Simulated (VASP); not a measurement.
Runs of VASP 6.6.1 on HfB. Symmetry: Fm-3m, No. 225, cubic system. The conventional cell has a = 4.620 Å, b = 4.620 Å, c = 4.620 Å, α = 90.00°, β = 90.00°, γ = 90.00°. Around Hf (site symmetry m-3m) lie 6 B at 2.31 Å. B (site symmetry m-3m) has 6 Hf at 2.31 Å as nearest neighbours. 

| level | potentials or basis | gap on the mesh (eV) | pressure (GPa) | relaxed volume (Å³/atom) |
| --- | --- | --- | --- | --- |
| LDA | VASP PAW LDA potentials, release 64 (Hf_pv, B) | none | 0.0 | (b) |
| RPBE | VASP PAW PBE potentials, release 64 (Hf_pv, B) | none | 0.0 | (a) |
| BLYP | VASP PAW PBE potentials, release 64 (Hf_pv, B) | none | 0.0 | 14.64 |
| AM05 | VASP PAW PBE potentials, release 64 (Hf_pv, B) | none | 0.0 | 13.69 |
| PBEsol | VASP PAW PBE potentials, release 64 (Hf_pv, B) | none | 0.0 | 13.75 |
| PBE | VASP PAW PBE potentials, release 64 (Hf_pv, B) | none | 0.0 | 14.13 |
| revPBE | VASP PAW PBE potentials, release 64 (Hf_pv, B) | none | 0.0 | 14.33 |
| PW91 | VASP PAW PBE potentials, release 64 (Hf_pv, B) | none | 0.1 | 14.17 |

Alike in all rows: task relaxation of cell and atoms; no spin polarisation; cell relaxed; k mesh 10 × 10 × 10; cutoff (eV) 600; smearing fermi-dirac 0.05 eV.

Task: Estimate the missing entries.

Result: (a) 14.41; (b) 13.46.

Caveats: the PAW data sets were made with another functional, which shifts forces and pressure a little (some runs); the volume moved by over 15 % at a fixed basis, so the end points are rough (some runs).

A k mesh can miss the band edges, and the runs leave out spin-orbit coupling on Hf.

A gap of «none» marks a metal or a gap under the smearing width.
